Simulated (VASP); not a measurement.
The input files of a VASP run:

**POSCAR**
```
ZrO2
1
    3.6559730000     0.0000000000     0.0000000000
    0.0000000000     3.6559730000     0.0000000000
    0.0000000000     0.0000000000     5.3061500000
Zr O
2 4
Direct
  0.0000000000   0.0000000000   0.0000000000
  0.5000000000   0.5000000000   0.5000000000
  0.0000000000   0.5000000000   0.3017700000
  0.0000000000   0.5000000000   0.8017700000
  0.5000000000   0.0000000000   0.1982300000
  0.5000000000   0.0000000000   0.6982300000
```

File KPOINTS:
```
Automatic mesh
0
Gamma
7 7 5
0 0 0
```

### INCAR
```
LCHARG  =  .FALSE.
PREC  =  Accurate
EDIFF  =  1E-6   ! SCF stop (eV)
ISMEAR  =  0   ! Gaussian
LMAXMIX  =  4
SIGMA  =  0.01
LREAL  =  .FALSE.   ! projection in real space or not
NELM  =  100   ! most electronic steps
SYSTEM  =  ZrO2
LWAVE  =  .FALSE.
LASPH  =  .TRUE.   ! aspherical one-centre terms
ENCUT  =  400
GGA  =  PE   ! PBE
ALGO  =  Normal
ISIF  =  2
```

POTCAR, in this order: Zr_sv O (PBE.64 set). Program: vasp_std.

Question: Write an equivalent input for Ansatz.

Answer: One equivalent input (not run):
Ansatz 0.2 input:
```yaml
crystal:
  lattice:
    - [3.6559730, 0.0000000, 0.0000000]
    - [0.0000000, 3.6559730, 0.0000000]
    - [0.0000000, 0.0000000, 5.3061500]
  atoms:
    - { symbol: Zr, position: [0.0000000, 0.0000000, 0.0000000] }
    - { symbol: Zr, position: [0.5000000, 0.5000000, 0.5000000] }
    - { symbol: O, position: [0.0000000, 0.5000000, 0.3017700] }
    - { symbol: O, position: [0.0000000, 0.5000000, 0.8017700] }
    - { symbol: O, position: [0.5000000, 0.0000000, 0.1982300] }
    - { symbol: O, position: [0.5000000, 0.0000000, 0.6982300] }
kpoints:
  mp_grid: { grid: [7, 7, 5] }
hamiltonian:
  xc: pbe
  pseudopotentials: { kind: paw }
scf:
  occupations: { method: gaussian, width: 0.01 }
  max_iter: 100
output: { forces: true, stress: true, eigenvalues: true }
```
Limits of the translation: each code has its own PAW files, so the cut-off isn't converted (ENCUT is set for VASP's; basis.ecutwfc is left out, and Ansatz then takes the one that its files recommend); Ansatz stops its SCF on the density residual and VASP on the energy change (EDIFF).

The structure comes from a computed database's ZrO2 entry; how it stands against other phases isn't given here. The cell was not relaxed at this level.
